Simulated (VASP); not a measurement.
Output of a VASP run:

### OSZICAR
```
       N       E                     dE             d eps       ncg     rms          rms(c)
DAV:   1     0.291788023180E+03    0.29179E+03   -0.18899E+04  2464   0.236E+03
DAV:   2     0.102035353812E+02   -0.28158E+03   -0.27160E+03  2644   0.441E+02
DAV:   3    -0.205067515372E+02   -0.30710E+02   -0.30491E+02  2872   0.155E+02
DAV:   4    -0.211032107258E+02   -0.59646E+00   -0.59591E+00  2710   0.231E+01
DAV:   5    -0.211077880225E+02   -0.45773E-02   -0.45771E-02  2854   0.195E+00    0.143E+01
DAV:   6    -0.177337365814E+02    0.33741E+01   -0.12156E+01  4290   0.742E+01    0.864E+00
DAV:   7    -0.178978956240E+02   -0.16416E+00   -0.26571E+00  2708   0.197E+01    0.519E+00
DAV:   8    -0.179241532755E+02   -0.26258E-01   -0.85368E-01  3690   0.919E+00    0.183E+00
DAV:   9    -0.178583281174E+02    0.65825E-01   -0.19294E-01  3846   0.797E+00    0.347E-01
DAV:  10    -0.178621228403E+02   -0.37947E-02   -0.58163E-02  2506   0.176E+00    0.148E-01
DAV:  11    -0.178621106384E+02    0.12202E-04   -0.15116E-03  3492   0.498E-01    0.354E-02
DAV:  12    -0.178621670323E+02   -0.56394E-04   -0.14527E-04  3364   0.220E-01    0.345E-02
DAV:  13    -0.178621615556E+02    0.54767E-05   -0.37509E-05  3118   0.123E-01    0.129E-02
DAV:  14    -0.178621616928E+02   -0.13715E-06   -0.14258E-05  2742   0.435E-02    0.502E-03
DAV:  15    -0.178621611257E+02    0.56704E-06   -0.20447E-06  3354   0.159E-02    0.165E-03
DAV:  16    -0.178621610586E+02    0.67109E-07   -0.24976E-07  2066   0.524E-03
   1 F= -.17862161E+02 E0= -.17862161E+02  d E =0.000000E+00
```

**OUTCAR**
```
------------------------ aborting loop because EDIFF is reached ----------------------------------------
  FORCE on cell =-STRESS in cart. coord.  units (eV):
  Direction    XX          YY          ZZ          XY          YZ          ZX
  --------------------------------------------------------------------------------------
  Total        0.0347600      0.0347600      0.0019162      0.0000000      0.0000000      0.0000000
  in kB        1.1221012      1.1221016      0.0618569      0.0000000      0.0000000      0.0000000
  external PRESSURE =       0.7686865 kB  Pullay stress =       0.0000000 kB
  volume of cell :       49.63
      direct lattice vectors                 reciprocal lattice vectors
     1.643086718 -2.845910130  0.000000000     0.304305302 -0.175690720  0.000000000
     1.643086718  2.845910130  0.000000000     0.304305302  0.175690720  0.000000000
     0.000000000  0.000000000  5.306965722     0.000000000  0.000000000  0.188431592
  FREE ENERGIE OF THE ION-ELECTRON SYSTEM (eV)
  ---------------------------------------------------
  free  energy   TOTEN  =       -17.8621610586 eV

  energy  without entropy=      -17.8621610586  energy(sigma->0) =      -17.86216106

 total charge

# of ion       s       p       d       tot
------------------------------------------
    1        0.447   0.453   9.890  10.789
    2        0.447   0.453   9.890  10.789
    3        1.550   3.436   0.000   4.986
    4        1.550   3.436   0.000   4.986
--------------------------------------------------
tot          3.994   7.777  19.780  31.551
```
(Selected blocks of OUTCAR.)

File POSCAR:
```
ZnO
1
    1.6430867183    -2.8459101297     0.0000000000
    1.6430867183     2.8459101297     0.0000000000
    0.0000000000     0.0000000000     5.3069657218
Zn O
2 2
Direct
  0.6666670000   0.3333330000   0.5014449356
  0.3333330000   0.6666670000   0.0014449356
  0.6666670000   0.3333330000   0.8805550644
  0.3333330000   0.6666670000   0.3805550644
```

Q: Write an INCAR and KPOINTS that could have produced this output.

A: This is not unique; one that fits is the input of the run itself, PBE GGA, plane waves, VASP's PBE PAW potentials (set 64).

INCAR:
```
NELM  =  100   ! most electronic steps
LWAVE  =  F
SYSTEM  =  ZnO
LMAXMIX  =  4   ! l cut-off of mixed one-centre charges
LCHARG  =  T
NEDOS  =  601   ! DOS grid
ISIF  =  2   ! forces and stress, cell fixed
LASPH  =  T
EDIFF  =  1E-7   ! SCF stop (eV)
ISMEAR  =  -5   ! tetrahedra, Bloechl
LREAL  =  F   ! projection in real space or not
LORBIT  =  11
PREC  =  Accurate
GGA  =  PE   ! PBE
ENCUT  =  520   ! plane-wave cut-off (eV)
ALGO  =  Normal   ! blocked Davidson
```

KPOINTS:
```
Automatic
0
Gamma
10 10 6
```

POTCAR, in this order: Zn O (PBE.64 set). Program: vasp_std.

The compound is ZnO in the wurtzite structure. It was relaxed first.
